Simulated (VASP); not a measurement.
Data:

```xyz
2
Lattice="4.0747 0.0000 0.0000 0.0000 4.0747 0.0000 0.0000 0.0000 4.0747" Properties=species:S:1:pos:R:3 pbc="T T T"
Tl     0.0000     0.0000     0.0000
Br     2.0373     2.0373     2.0373
```

Level of theory: revPBE GGA, VASP's PBE PAW potentials (set 64) (plane waves; VASP). Settings: 520 eV cut-off, 6×6×6 Γ-centred mesh, Gaussian smearing of 0.050 eV, potentials Tl_d Br.

Unless said otherwise, spin-orbit coupling is left out, though it shifts the bands of the heavy elements here.

**Question.** Estimate the energy per atom (σ→0), pressure, band gap (on the k-mesh) with the smallest direct gap where there is one.

**Answer.** 
- band gap (on the k-mesh): 2.16 eV
- smallest direct gap (on the k-mesh): 2.16 eV
- energy per atom (σ→0): -2.522 eV/atom
- pressure: 1.01 GPa

Only differences to runs with the same potentials and settings are physical.

The compound is TlBr in the CsCl type structure. This cell is one point of a volume scan, at 0.94 of the reference volume.
